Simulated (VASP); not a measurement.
Output of a VASP run:

### OSZICAR
```
       N       E                     dE             d eps       ncg     rms          rms(c)
DAV:   1     0.134747941170E+02    0.13475E+02   -0.41416E+03   560   0.834E+02
DAV:   2    -0.145145797689E+02   -0.27989E+02   -0.27364E+02   768   0.146E+02
DAV:   3    -0.150400169441E+02   -0.52544E+00   -0.52544E+00   648   0.262E+01
DAV:   4    -0.150415763155E+02   -0.15594E-02   -0.15594E-02   864   0.135E+00
DAV:   5    -0.150415801249E+02   -0.38094E-05   -0.38094E-05   632   0.486E-02    0.900E+00
DAV:   6    -0.123946129953E+02    0.26470E+01   -0.15653E+01   600   0.254E+01    0.283E+00
DAV:   7    -0.123872185353E+02    0.73945E-02   -0.11245E-01   584   0.365E+00    0.194E+00
DAV:   8    -0.123798777016E+02    0.73408E-02   -0.26233E-02   656   0.220E+00    0.397E-01
DAV:   9    -0.123795539298E+02    0.32377E-03   -0.71997E-04   752   0.232E-01    0.198E-01
DAV:  10    -0.123796719934E+02   -0.11806E-03   -0.23665E-04   576   0.146E-01    0.253E-02
DAV:  11    -0.123796709875E+02    0.10059E-05   -0.27291E-06   752   0.162E-02    0.932E-03
DAV:  12    -0.123796714371E+02   -0.44955E-06   -0.73381E-07   576   0.870E-03
   1 F= -.12379671E+02 E0= -.12379671E+02  d E =-.123797E+02
       N       E                     dE             d eps       ncg     rms          rms(c)
DAV:   1    -0.123868200076E+02   -0.71490E-02   -0.17577E-01   560   0.387E+00    0.572E-01
DAV:   2    -0.123799877847E+02    0.68322E-02   -0.42236E-02   576   0.139E+00    0.118E-01
DAV:   3    -0.123799221975E+02    0.65587E-04   -0.47295E-04   656   0.241E-01    0.471E-02
DAV:   4    -0.123798728296E+02    0.49368E-04   -0.24731E-05   712   0.458E-02    0.173E-02
DAV:   5    -0.123798661354E+02    0.66942E-05   -0.49155E-06   560   0.200E-02    0.815E-03
DAV:   6    -0.123798659469E+02    0.18853E-06   -0.70513E-08   304   0.276E-03
   2 F= -.12379866E+02 E0= -.12379866E+02  d E =-.194510E-03
       N       E                     dE             d eps       ncg     rms          rms(c)
DAV:   1    -0.123823124770E+02   -0.24463E-02   -0.39980E-02   568   0.186E+00    0.272E-01
DAV:   2    -0.123807548401E+02    0.15576E-02   -0.94653E-03   576   0.657E-01    0.572E-02
DAV:   3    -0.123807477504E+02    0.70897E-05   -0.11136E-04   640   0.117E-01    0.228E-02
DAV:   4    -0.123807408219E+02    0.69285E-05   -0.54675E-06   712   0.216E-02    0.862E-03
DAV:   5    -0.123807409295E+02   -0.10758E-06   -0.10609E-06   288   0.965E-03
   3 F= -.12380741E+02 E0= -.12380741E+02  d E =-.106949E-02
```

OUTCAR:
```
------------------------ aborting loop because EDIFF is reached ----------------------------------------
  FORCE on cell =-STRESS in cart. coord.  units (eV):
  Direction    XX          YY          ZZ          XY          YZ          ZX
  --------------------------------------------------------------------------------------
  Total        0.0003099      0.0003099      0.0003099      0.0000000     -0.0000000      0.0000000
  in kB        0.0234259      0.0234259      0.0234259      0.0000000     -0.0000000      0.0000000
  external PRESSURE =       0.0234259 kB  Pullay stress =       0.0000000 kB
  volume of cell :       21.20
      direct lattice vectors                 reciprocal lattice vectors
     0.000000000  2.196600364  2.196600364    -0.227624473  0.227624473  0.227624473
     2.196600364 -0.000000000  2.196600364     0.227624473 -0.227624473  0.227624473
     2.196600364  2.196600364  0.000000000     0.227624473  0.227624473 -0.227624473
  FREE ENERGIE OF THE ION-ELECTRON SYSTEM (eV)
  ---------------------------------------------------
  free  energy   TOTEN  =       -12.3807409295 eV

  energy  without entropy=      -12.3807409295  energy(sigma->0) =      -12.38074093

 reached required accuracy - stopping structural energy minimisation
```
(Selected blocks of OUTCAR.)

**POSCAR**
```
AlN
1
    0.0000000000     2.1900000000     2.1900000000
    2.1900000000     0.0000000000     2.1900000000
    2.1900000000     2.1900000000     0.0000000000
Al N
1 1
Direct
  0.0000000000   0.0000000000   0.0000000000
  0.2500000000   0.2500000000   0.2500000000
```

Question: Write an INCAR and KPOINTS that could have produced this output.

Answer: This is not unique; one that fits is the input of the run itself, optB88-vdW, plane waves, VASP's PBE PAW potentials (set 64).

INCAR:
```
AGGAC = 0.0
ALGO = Normal
EDIFF = 1E-6
EDIFFG = -0.01
ENCUT = 520
GGA = BO
IBRION = 2
ISIF = 3
ISMEAR = 0
LASPH = .True.
LCHARG = .False.
LREAL = .False.
LUSE_VDW = .True.
LWAVE = .False.
NELM = 100
NSW = 60
PARAM1 = 0.1833333333
PARAM2 = 0.22
PREC = Accurate
SIGMA = 0.05
SYSTEM = AlN
```

**KPOINTS**
```
Automatic mesh
0
Gamma
9 9 9
0 0 0
```

POTCAR, in this order: Al N (PBE.64 set). Program: vasp_std.

The compound is AlN in the zinc blende structure, a metastable form; wurtzite is the usual one. This run relaxes it. Symmetry was kept, so distortions that lower it aren't found.
